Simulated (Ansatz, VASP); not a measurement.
## ZnH90C45S9N2O33F4: VASP beside Ansatz

One calculation is typed for both programs; each brings its own data sets. How far apart do they land? The cell is taken from a series of runs on this material, whose earlier steps may have relaxed, scaled, displaced or heated it; both programs get it as it stands.

Main program and level: Ansatz 0.2.0; plane waves, with VASP 6.6.1 beside it; PBE with D3(BJ).

**1. Set-up**

The cell holds 184 atoms: 45 C, 33 O, 90 H, 9 S, 2 N, 4 F and 1 Zn. Cell: a = 12.822 Å, b = 12.822 Å, c = 12.822 Å, α = 90.0°, β = 90.0°, γ = 90.0°.

**2. Ansatz: single point, PBE with D3(BJ)**

Ansatz runs on its default PAW (the set named soft_2) files.

A single point takes one fixed geometry, so differences don't come from the geometry; what else differs is listed under the comparison.

The input, input.yaml:

```yaml
crystal:
  lattice:
    - [12.82153, 0.0, 0.0]
    - [0.0, 12.82153, 0.0]
    - [0.0, 0.0, 12.82153]
  atoms:
    - { symbol: C, position: [0.68226, 0.12836, 0.92887] }
    - { symbol: C, position: [0.79233, 0.14601, 0.96354] }
    - { symbol: O, position: [0.79424, 0.19755, 0.06143] }
    - { symbol: C, position: [0.81466, 0.14594, 0.15119] }
    - { symbol: O, position: [0.84779, 0.05718, 0.1532] }
    - { symbol: O, position: [0.81958, 0.21251, 0.22976] }
    - { symbol: C, position: [0.85821, 0.16499, 0.32588] }
    - { symbol: C, position: [0.84907, 0.24654, 0.4133] }
    - { symbol: H, position: [0.68359, 0.09936, 0.84938] }
    - { symbol: H, position: [0.64055, 0.20446, 0.92856] }
    - { symbol: H, position: [0.63912, 0.07688, 0.97536] }
    - { symbol: H, position: [0.83319, 0.20235, 0.91214] }
    - { symbol: H, position: [0.83405, 0.06895, 0.96124] }
    - { symbol: H, position: [0.81972, 0.09119, 0.34262] }
    - { symbol: H, position: [0.94087, 0.14074, 0.31676] }
    - { symbol: H, position: [0.89395, 0.31648, 0.39338] }
    - { symbol: H, position: [0.87932, 0.2217, 0.48913] }
    - { symbol: H, position: [0.77375, 0.27283, 0.42662] }
    - { symbol: C, position: [0.55912, 0.3905, 0.20704] }
    - { symbol: C, position: [0.53015, 0.50031, 0.17759] }
    - { symbol: O, position: [0.4545, 0.49822, 0.09616] }
    - { symbol: C, position: [0.40967, 0.59301, 0.0861] }
    - { symbol: O, position: [0.42391, 0.66759, 0.14234] }
    - { symbol: O, position: [0.35792, 0.59696, 0.99388] }
    - { symbol: C, position: [0.33788, 0.70269, 0.96307] }
    - { symbol: C, position: [0.28686, 0.69202, 0.86162] }
    - { symbol: H, position: [0.57655, 0.33995, 0.13649] }
    - { symbol: H, position: [0.4908, 0.34881, 0.24991] }
    - { symbol: H, position: [0.62016, 0.3858, 0.26286] }
    - { symbol: H, position: [0.60015, 0.54062, 0.15646] }
    - { symbol: H, position: [0.4999, 0.54164, 0.24944] }
    - { symbol: H, position: [0.28252, 0.7425, 0.01424] }
    - { symbol: H, position: [0.40437, 0.74496, 0.94998] }
    - { symbol: H, position: [0.33857, 0.6532, 0.80546] }
    - { symbol: H, position: [0.26104, 0.76663, 0.82376] }
    - { symbol: H, position: [0.22073, 0.63932, 0.86491] }
    - { symbol: C, position: [0.88255, 0.8408, 0.85577] }
    - { symbol: C, position: [0.93737, 0.80112, 0.75932] }
    - { symbol: O, position: [0.88294, 0.82568, 0.66586] }
    - { symbol: C, position: [0.83828, 0.74502, 0.61805] }
    - { symbol: O, position: [0.83887, 0.65401, 0.64748] }
    - { symbol: O, position: [0.81255, 0.78012, 0.51726] }
    - { symbol: C, position: [0.77106, 0.70042, 0.45935] }
    - { symbol: C, position: [0.86722, 0.63661, 0.42483] }
    - { symbol: H, position: [0.87205, 0.9247, 0.84704] }
    - { symbol: H, position: [0.9243, 0.82069, 0.92664] }
    - { symbol: H, position: [0.80828, 0.79957, 0.86557] }
    - { symbol: H, position: [0.95363, 0.71451, 0.7656] }
    - { symbol: H, position: [0.01427, 0.83067, 0.75956] }
    - { symbol: H, position: [0.71008, 0.65457, 0.4992] }
    - { symbol: H, position: [0.73063, 0.73202, 0.39535] }
    - { symbol: H, position: [0.83417, 0.58255, 0.37184] }
    - { symbol: H, position: [0.91005, 0.60102, 0.49376] }
    - { symbol: H, position: [0.92416, 0.68801, 0.38913] }
    - { symbol: C, position: [0.30417, 0.33593, 0.42027] }
    - { symbol: C, position: [0.40912, 0.34263, 0.47243] }
    - { symbol: O, position: [0.45852, 0.24241, 0.47846] }
    - { symbol: C, position: [0.55212, 0.25217, 0.53022] }
    - { symbol: O, position: [0.58034, 0.32812, 0.58303] }
    - { symbol: O, position: [0.59976, 0.16013, 0.52356] }
    - { symbol: C, position: [0.67773, 0.14561, 0.59895] }
    - { symbol: C, position: [0.73269, 0.0426, 0.58761] }
[... 10 lines left out ...]
    - { symbol: C, position: [0.02841, 0.01306, 0.50804] }
    - { symbol: C, position: [0.03878, 0.04909, 0.62294] }
    - { symbol: O, position: [0.14548, 0.01339, 0.65689] }
    - { symbol: C, position: [0.18887, 0.073, 0.74033] }
    - { symbol: O, position: [0.14063, 0.13206, 0.79257] }
    - { symbol: O, position: [0.29229, 0.05587, 0.73681] }
    - { symbol: C, position: [0.34929, 0.09812, 0.81838] }
    - { symbol: C, position: [0.37335, 0.21393, 0.80594] }
[... 10 lines left out ...]
    - { symbol: O, position: [0.41463, 0.75378, 0.34627] }
    - { symbol: S, position: [0.44503, 0.73211, 0.45306] }
    - { symbol: O, position: [0.50103, 0.6359, 0.4755] }
    - { symbol: C, position: [0.5235, 0.83561, 0.50418] }
    - { symbol: C, position: [0.45167, 0.89228, 0.58246] }
    - { symbol: C, position: [0.36591, 0.81853, 0.62682] }
    - { symbol: C, position: [0.33917, 0.74844, 0.53824] }
[... 8 lines left out ...]
    - { symbol: O, position: [0.23849, 0.97284, 0.32979] }
    - { symbol: S, position: [0.20776, 0.90029, 0.24704] }
    - { symbol: O, position: [0.29356, 0.83726, 0.2035] }
    - { symbol: C, position: [0.10927, 0.81569, 0.30493] }
[... 11 lines left out ...]
    - { symbol: O, position: [0.13464, 0.64261, 0.10541] }
    - { symbol: S, position: [0.11163, 0.53786, 0.14839] }
    - { symbol: O, position: [0.16585, 0.5111, 0.24476] }
[... 12 lines left out ...]
    - { symbol: O, position: [0.09312, 0.61822, 0.61589] }
    - { symbol: S, position: [0.14201, 0.52136, 0.6356] }
    - { symbol: O, position: [0.25206, 0.49909, 0.61536] }
    - { symbol: C, position: [0.11147, 0.47465, 0.76196] }
    - { symbol: C, position: [0.05321, 0.37608, 0.74039] }
    - { symbol: C, position: [0.00034, 0.37708, 0.6368] }
    - { symbol: C, position: [0.07326, 0.43244, 0.56582] }
[... 8 lines left out ...]
    - { symbol: O, position: [0.78108, 0.38164, 0.79678] }
    - { symbol: S, position: [0.72458, 0.47699, 0.82791] }
    - { symbol: O, position: [0.78063, 0.55859, 0.88616] }
    - { symbol: C, position: [0.64739, 0.5388, 0.7273] }
    - { symbol: C, position: [0.53576, 0.5401, 0.76944] }
    - { symbol: C, position: [0.52642, 0.43708, 0.83052] }
    - { symbol: C, position: [0.61862, 0.43506, 0.90423] }
    - { symbol: H, position: [0.68216, 0.621, 0.71892] }
    - { symbol: H, position: [0.64768, 0.49321, 0.65767] }
    - { symbol: H, position: [0.479, 0.53961, 0.7104] }
    - { symbol: H, position: [0.5267, 0.60918, 0.82038] }
    - { symbol: H, position: [0.44769, 0.42966, 0.86735] }
    - { symbol: H, position: [0.5218, 0.36933, 0.78028] }
    - { symbol: H, position: [0.64197, 0.36412, 0.94597] }
    - { symbol: H, position: [0.60036, 0.50308, 0.95391] }
    - { symbol: "N", position: [0.69683, 0.87277, 0.07837] }
    - { symbol: S, position: [0.69823, 0.81337, 0.18554] }
    - { symbol: O, position: [0.77405, 0.73019, 0.19842] }
    - { symbol: O, position: [0.59566, 0.78347, 0.23427] }
    - { symbol: F, position: [0.7434, 0.89563, 0.26144] }
    - { symbol: S, position: [0.5998, 0.82306, 0.01718] }
    - { symbol: O, position: [0.61725, 0.72338, 0.96991] }
    - { symbol: O, position: [0.49834, 0.83746, 0.0649] }
    - { symbol: F, position: [0.58873, 0.90013, 0.92128] }
    - { symbol: "N", position: [0.38702, 0.11564, 0.24523] }
    - { symbol: S, position: [0.48249, 0.04924, 0.26316] }
    - { symbol: O, position: [0.57624, 0.0937, 0.22896] }
    - { symbol: O, position: [0.47133, 0.93915, 0.24064] }
    - { symbol: F, position: [0.49681, 0.05196, 0.38683] }
    - { symbol: S, position: [0.36936, 0.12474, 0.12952] }
    - { symbol: O, position: [0.43209, 0.19449, 0.0733] }
    - { symbol: O, position: [0.34405, 0.02757, 0.07772] }
    - { symbol: F, position: [0.25947, 0.17833, 0.12668] }
    - { symbol: Zn, position: [0.43919, 0.79977, 0.20518] }
kpoints:
  mp_grid: { grid: [1, 1, 1] }
hamiltonian:
  xc: pbe
  dispersion: d3bj
scf:
  occupations: { method: fixed }
output:
  forces: true
  stress: true
  populations: true
  dos:
    method: { smearing: { sigma: 0.08 } }
    de: 0.1
    projected: { site_lists: { C: [C], F: [F], H: [H], "N": ["N"], O: [O] } }
  eigenvalues: true
  write_density: true
  write_potential: true
  volumetric_format: npy
```

Started as:

```bash
ansatz run input.yaml --threads 8 --pin off --max-ram 15872MiB --backend cpu --events-out ev --progress --plain --runs-dir out
```

Numbers of over 12 decimals in the logs are rounded to 6 here.

Output:

```text
Engine: ansatz 0.2.0, aarch64-unknown-linux-gnu
Pseudopotentials: kind: paw
Pseudopotential: C, paw, valence charge 4, recommended cutoff 420 eV (normal), C.paw.azcp
Pseudopotential: O, paw, valence charge 6, recommended cutoff 420 eV (normal), O.paw.azcp
Pseudopotential: H, paw, valence charge 1, recommended cutoff 420 eV (normal), H.paw.azcp
Pseudopotential: S, paw, valence charge 6, recommended cutoff 420 eV (normal), S.paw.azcp
Pseudopotential: N, paw, valence charge 5, recommended cutoff 420 eV (normal), N.paw.azcp
Pseudopotential: F, paw, valence charge 7, recommended cutoff 420 eV (normal), F.paw.azcp
Pseudopotential: Zn, paw, valence charge 12, recommended cutoff 420 eV (normal), Zn.paw.azcp
Functional definition: PBE
  parameter kappa = 0.804
  parameter beta = 0.066725
  exchange = pbe_x(kappa = kappa, mu = beta*pi^2/3)
  correlation = pbe_c(beta = beta)
Crystal: 184 atoms, lattice volume = 2107.752 Å³
Basis set: ecut = 420 eV, 41347 PW (Γ), exchange–correlation on 180×180×180 points (8 copies of the dense FFT grid, shifted against one another)
Bands: 470, of which v1, the nominal top of the filled ones, is band 286 counted from 1 (285 counted from 0)
Symmetry: 1 space group operations
Space group: P1 (ITA 1), of the structure as read, at distance tolerance 1.3e-4 Å
k-points: 1
Non-local potential: C, projectors of the file, l = 0: 2, l = 1: 2, l = 2: 1
Non-local potential: O, projectors of the file, l = 0: 2, l = 1: 2, l = 2: 1
Non-local potential: H, projectors of the file, l = 0: 2, l = 1: 1
Non-local potential: S, projectors of the file, l = 0: 2, l = 1: 2, l = 2: 2
Non-local potential: N, projectors of the file, l = 0: 2, l = 1: 2, l = 2: 1
Non-local potential: F, projectors of the file, l = 0: 2, l = 1: 2, l = 2: 1
Non-local potential: Zn, projectors of the file, l = 0: 2, l = 1: 2, l = 2: 3, l = 3: 1
PAW form: soft (Blöchl's): semilocal exchange-correlation on the pseudo side does not see the compensation charge
PAW one-centre angular grid: C, 110 points (default); XC on 64 Gauss nodes
PAW one-centre angular grid: O, 110 points (default); XC on 64 Gauss nodes
PAW one-centre angular grid: H, 110 points (default); XC on 64 Gauss nodes
PAW one-centre angular grid: S, 110 points (default); XC on 64 Gauss nodes
PAW one-centre angular grid: N, 110 points (default); XC on 64 Gauss nodes
PAW one-centre angular grid: F, 110 points (default); XC on 64 Gauss nodes
PAW one-centre angular grid: Zn, 590 points (default); XC on 64 Gauss nodes
Initial density: superposition of atomic densities (neutral atoms: chi_scale 0, normalization atom), corrected by the library's trained network
Initial wavefunctions: pseudopotential atomic-orbital guess
Functional: x = pbe(κ = 0.804, μ = 0.219515), c = pbe(β = 0.066725)
SCF iter   1: F=—  HF=-46878.753123 eV  |F-HF|=—  |Δ(HF+E_count)|=         —  Δρ=5.88e-3  dr2=1.12e0  ethr=1.77e-3  ⟨swp⟩=4.0  Hψ=1791  notcnv=0  defer=181
preconditioner: auto → Resta (q_TF=auto, 2.195 Å⁻¹)  ε∞=2.5  [insulator: Δε(μ)=4.282 eV  Ē_g=15.717 eV  n_scr=388 (ndim 8)  ℏωp=19.0 eV  f_vac=0.285  ε∞_Penn≈2.5]
SCF iter   2: F=—  HF=-46878.433076 eV  |F-HF|=—  |Δ(HF+E_count)|=   3.20e-1  Δρ=3.20e-3  dr2=2.44e-1  ethr=1.96e-4  ⟨swp⟩=2.0  Hψ=801  notcnv=0  defer=182
SCF iter   3: F=—  HF=-46878.402597 eV  |F-HF|=—  |Δ(HF+E_count)|=   3.05e-2  Δρ=1.48e-3  dr2=8.05e-2  ethr=4.26e-5  ⟨swp⟩=3.0  Hψ=568  notcnv=0  defer=182
SCF iter   4: F=—  HF=-46878.385170 eV  |F-HF|=—  |Δ(HF+E_count)|=   1.74e-2  Δρ=5.73e-4  dr2=1.01e-2  ethr=1.41e-5  ⟨swp⟩=3.0  Hψ=554  notcnv=0  defer=182
SCF iter   5: F=—  HF=-46878.383182 eV  |F-HF|=—  |Δ(HF+E_count)|=   1.99e-3  Δρ=4.05e-4  dr2=3.44e-3  ethr=1.76e-6  ⟨swp⟩=2.0  Hψ=819  notcnv=0  defer=182
SCF iter   6: F=—  HF=-46878.382440 eV  |F-HF|=—  |Δ(HF+E_count)|=   7.42e-4  Δρ=1.27e-4  dr2=3.43e-4  ethr=6.02e-7  ⟨swp⟩=2.0  Hψ=568  notcnv=0  defer=182
SCF iter   7: F=—  HF=-46878.382391 eV  |F-HF|=—  |Δ(HF+E_count)|=   4.89e-5  Δρ=3.59e-5  dr2=2.89e-5  ethr=5.99e-8  ⟨swp⟩=2.0  Hψ=565  notcnv=0  defer=182
SCF iter   8: F=—  HF=-46878.382884 eV  |F-HF|=—  |Δ(HF+E_count)|=   4.93e-4  Δρ=1.85e-5  dr2=6.41e-6  ethr=5.05e-9  ⟨swp⟩=2.0  Hψ=576  notcnv=0  defer=180
SCF iter   9: F=—  HF=-46878.382884 eV  |F-HF|=—  |Δ(HF+E_count)|=   3.97e-7  Δρ=6.70e-6  dr2=9.02e-7  ethr=1.12e-9  ⟨swp⟩=2.0  Hψ=572  notcnv=0  defer=181
SCF iter  10: F=—  HF=-46878.382884 eV  |F-HF|=—  |Δ(HF+E_count)|=   8.98e-9  Δρ=2.70e-6  dr2=1.56e-7  ethr=1.58e-10  ⟨swp⟩=2.0  Hψ=570  notcnv=0  defer=181
SCF iter  11: F=-46878.382884 eV  HF=-46878.382884 eV  |F-HF|=1.34e-8  |Δ(HF+E_count)|=   8.21e-9  Δρ=1.13e-6  dr2=2.76e-8  ethr=1.75e-11  ⟨swp⟩=22.0  Hψ=4554  notcnv=0
SCF 1 converged in 11 iterations: F = -46878.382884 eV  dr2 = 2.76e-8
  greatest PAW one-centre occupation: 0.992 electrons in one spin orbital (limit 2), on the Zn atom at site 183 (counted from 0), in its partial waves of l = 2
[...]
--- Löwdin populations: 184 sites ---
  site symbol       q [e]
     0      C      4.4550
     1      C      4.0380
     2      O      6.2794
     3      C      3.2799
     4      O      6.4539
     5      O      6.2613
     6      C      4.0475
     7      C      4.4698
     8      H      0.8090
     9      H      0.8245
    10      H      0.7791
    11      H      0.7916
    12      H      0.8228
    13      H      0.8054
    14      H      0.8185
    15      H      0.8023
    16      H      0.8160
    17      H      0.7771
    18      C      4.4360
    19      C      4.0618
    20      O      6.2358
    21      C      3.2587
    22      O      6.4906
    23      O      6.2604
[...]
176      O      6.7238
   177      O      6.8158
   178      F      7.3861
   179      S      3.5319
   180      O      6.7263
   181      O      6.7690
   182      F      7.4211
   183     Zn     10.4160
  spilling = 0.016414 (of n_electrons = 572.000000)
```

**3. VASP: single point, PBE with D3(BJ)**

The same cell, functional and mesh now go to VASP, with its own data sets.

Lines of VASP's logs that name or quote its potential files are left out, and so is its time.

The input, INCAR:

```
SYSTEM = ZnH90C45S9N2O33F4
PREC = Accurate
ENCUT = 600
EDIFF = 1E-06
NELM = 120
ISMEAR = 0
SIGMA = 0.01
LREAL = Auto
ALGO = Normal
GGA = PE
IVDW = 12
NBANDS = 414
LORBIT = 11
LWAVE = .FALSE.
LCHARG = .FALSE.
ISIF = 2
LASPH = .TRUE.
GGA_COMPAT = .FALSE.
EFERMI = MIDGAP
```

The input, POSCAR:

```
ZnH90C45S9N2O33F4
1.0
   12.8215300000      0.0000000000      0.0000000000
    0.0000000000     12.8215300000      0.0000000000
    0.0000000000      0.0000000000     12.8215300000
C O H S N F Zn
45 33 90 9 2 4 1
Direct
    0.6822600000      0.1283600000      0.9288700000
    0.7923300000      0.1460100000      0.9635400000
    0.8146600000      0.1459400000      0.1511900000
    0.8582100000      0.1649900000      0.3258800000
    0.8490700000      0.2465400000      0.4133000000
    0.5591200000      0.3905000000      0.2070400000
    0.5301500000      0.5003100000      0.1775900000
    0.4096700000      0.5930100000      0.0861000000
    0.3378800000      0.7026900000      0.9630700000
    0.2868600000      0.6920200000      0.8616200000
    0.8825500000      0.8408000000      0.8557700000
    0.9373700000      0.8011200000      0.7593200000
    0.8382800000      0.7450200000      0.6180500000
    0.7710600000      0.7004200000      0.4593500000
    0.8672200000      0.6366100000      0.4248300000
    0.3041700000      0.3359300000      0.4202700000
    0.4091200000      0.3426300000      0.4724300000
    0.5521200000      0.2521700000      0.5302200000
    0.6777300000      0.1456100000      0.5989500000
    0.7326900000      0.0426000000      0.5876100000
    0.0284100000      0.0130600000      0.5080400000
    0.0387800000      0.0490900000      0.6229400000
    0.1888700000      0.0730000000      0.7403300000
    0.3492900000      0.0981200000      0.8183800000
    0.3733500000      0.2139300000      0.8059400000
    0.5235000000      0.8356100000      0.5041800000
    0.4516700000      0.8922800000      0.5824600000
    0.3659100000      0.8185300000      0.6268200000
    0.3391700000      0.7484400000      0.5382400000
    0.1092700000      0.8156900000      0.3049300000
[... 148 atom lines left out ...]
    0.3870200000      0.1156400000      0.2452300000
    0.7434000000      0.8956300000      0.2614400000
    0.5887300000      0.9001300000      0.9212800000
    0.4968100000      0.0519600000      0.3868300000
    0.2594700000      0.1783300000      0.1266800000
    0.4391900000      0.7997700000      0.2051800000
```

The input, KPOINTS:

```
Automatic mesh
0
Gamma
1 1 1
0 0 0
```

The projector-augmented-wave data sets are C, O, H, S, N, F and Zn (PBE family, release 64).

Started as:

```bash
export OMP_NUM_THREADS=3
mpirun -np 1 vasp_gam
```

Output:

```text
[banner, memory and clock lines left out]
running    1 mpi-ranks, on    1 nodes
[...]
Offloading initialized ...    1 GPUs detected
[...]
LDA part: xc-table for (Slater+PW92), standard interpolation
 POSCAR, INCAR and KPOINTS ok, starting setup
[...]
entering main loop
       N       E                     dE             d eps       ncg     rms          rms(c)
DAV:   1     0.529125965423E+04    0.52913E+04   -0.32709E+05   828   0.146E+03
DAV:   2    -0.488148769548E+03   -0.57794E+04   -0.54824E+04  1028   0.334E+02
DAV:   3    -0.111471613769E+04   -0.62657E+03   -0.62019E+03  1010   0.120E+02
DAV:   4    -0.113292359515E+04   -0.18207E+02   -0.18105E+02  1048   0.236E+01
[...]
DAV:  19    -0.102161934264E+04    0.41675E-05   -0.59810E-06   992   0.663E-03    0.668E-03
DAV:  20    -0.102161933983E+04    0.28066E-05   -0.14600E-06   800   0.674E-03    0.252E-03
DAV:  21    -0.102161933949E+04    0.33881E-06   -0.32644E-06   896   0.332E-03
   1 F= -.10318563E+04 E0= -.10318563E+04  d E =0.000000E+00
```

Parts of OUTCAR (step 3):

```text
  FREE ENERGIE OF THE ION-ELECTRON SYSTEM (eV)
  ---------------------------------------------------
  free  energy   TOTEN  =     -1031.8563023016 eV

  energy  without entropy=    -1031.8563023016  energy(sigma->0) =    -1031.85630230
```

The run ends at a pressure of 2.54 GPa, with forces up to 5.0 eV/Å.

**4. Side by side**

Known differences besides the potentials themselves: fixed occupations in Ansatz, narrow Gaussian smearing in VASP; the cutoff is 420 eV in Ansatz and 600 eV in VASP (PREC = Accurate, projectors in real space). Total energies have different zeros and are not compared.

The two programs side by side:

```
              quantity  Ansatz   VASP  difference
        pressure (GPa)    2.77   2.54       +0.23
gap on the k mesh (eV)   4.575  4.524      +0.052
```

Forces on 10 of the 184 atoms, those with the largest forces and the largest differences (eV/Å; atoms numbered as in POSCAR):

```
atom          Ansatz x, y, z            VASP x, y, z
 C23  -0.136, -1.600, -3.392   0.066, -1.915, -3.661
 C39    0.203, -2.721, 2.640    0.205, -2.732, 2.643
 C41  -0.676, -2.153, -3.219  -0.618, -2.094, -3.187
 O47   -0.431, -0.638, 0.280   -0.268, -1.074, 0.287
 O54    -0.257, 1.443, 3.677    -0.224, 1.583, 3.667
 O59    -0.759, 0.971, 1.474    -1.074, 1.353, 1.810
 O77    1.944, 1.851, -1.001    1.662, 1.560, -0.756
S174    0.067, -3.036, 2.805    0.051, -3.228, 2.702
S176    1.966, -1.911, 2.426    2.102, -1.910, 2.067
S177  -2.695, -1.295, -4.171  -2.339, -1.274, -4.220
```

The forces differ by 89 meV/Å r.m.s., which is 8.7 % of the r.m.s. force of 1.028 eV/Å (both taken over all components). A gap on the mesh is an upper bound, since the band edges may lie between its points.

**5. What came out**

```yaml
r_m_s_force_difference_single_point_pbe_with_d3_bj: 8.7 % of the r.m.s. force
difference_in_gap_on_the_k_mesh_single_point_pbe_with_d3_bj: 0.052 eV
```

The r.m.s. force difference is 8.7 % of the r.m.s. force (single point, PBE with D3(BJ)), beyond the 3 % picked in this series as the mark of a large difference. What causes the difference of the single point, PBE with D3(BJ) pair stays open here. How closely two codes agree says nothing of how well the functional describes the real material.

[Lines on the potential files, build, host, timing and source positions are cut from VASP's logs without a mark.]

[Logs are printed without paths, hosts, clocks, repeated set-up lines and the standing remarks that a program may print on its own settings, such as how far it seeks lower states.]

[Hosts, paths, dates, database ids (printed as entryN), source tags and the programs' standing remarks are cut or masked in the printed files.]
